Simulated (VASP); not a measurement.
An input for Ansatz (written as the equivalent of a VASP run, and not itself run):

Ansatz 0.2 input:
```yaml
crystal:
  lattice:
    - [0.0000000, 2.8749599, 2.8749599]
    - [2.8749599, 0.0000000, 2.8749599]
    - [2.8749599, 2.8749599, 0.0000000]
  atoms:
    - { symbol: Ge, position: [0.5000000, 0.5000000, 0.5000000] }
    - { symbol: Ge, position: [0.7500000, 0.7500000, 0.7500000] }
kpoints:
  mp_grid: { grid: [10, 10, 10] }
hamiltonian:
  xc: pbe
  pseudopotentials: { kind: paw }
scf:
  occupations: { method: methfessel_paxton, width: 0.1 }
  max_iter: 100
relax:
  max_steps: 60
  f_tol: 0.01
  cell: {}
output: { forces: true, stress: true, eigenvalues: true }
```

Task: Translate this input to VASP (INCAR, KPOINTS, POSCAR, choice of POTCAR).

Result: One answer among several that fit: 
File KPOINTS:
```
K-points
0
G
10 10 10
0 0 0
```

INCAR:
```
SIGMA  =  0.1   ! width (eV)
SYSTEM  =  Ge
NSW  =  60   ! most ionic steps
LASPH  =  .TRUE.
EDIFF  =  1E-6
ENCUT  =  480
GGA  =  PE
EDIFFG  =  -0.01
LREAL  =  .FALSE.   ! projection in real space or not
NELM  =  100
PREC  =  Accurate
ISMEAR  =  1   ! Methfessel-Paxton
LCHARG  =  .FALSE.
ALGO  =  Normal
IBRION  =  2   ! conjugate gradients
LMAXMIX  =  4
LWAVE  =  .FALSE.
ISIF  =  3   ! ions, shape and volume
```

POSCAR:
```
Ge
1.0
  0.0000000000   2.8749599211   2.8749599211
  2.8749599211   0.0000000000   2.8749599211
  2.8749599211   2.8749599211   0.0000000000
Ge
2
Cartesian
  2.8749599211   2.8749599211   2.8749599211
  4.3124398816   4.3124398816   4.3124398816
```

POTCAR, in this order: Ge_d (PBE.64 set). Program: vasp_std.

Limits of the translation: each code has its own PAW files, so the cut-off isn't converted (ENCUT is set for VASP's; basis.ecutwfc is left out, and Ansatz then takes the one that its files recommend); Ansatz stops its SCF on the density residual and VASP on the energy change (EDIFF).

The compound is Ge in the diamond structure. This run relaxes it. Symmetry was kept, so distortions that lower it aren't found. The start is the result of an earlier pass.
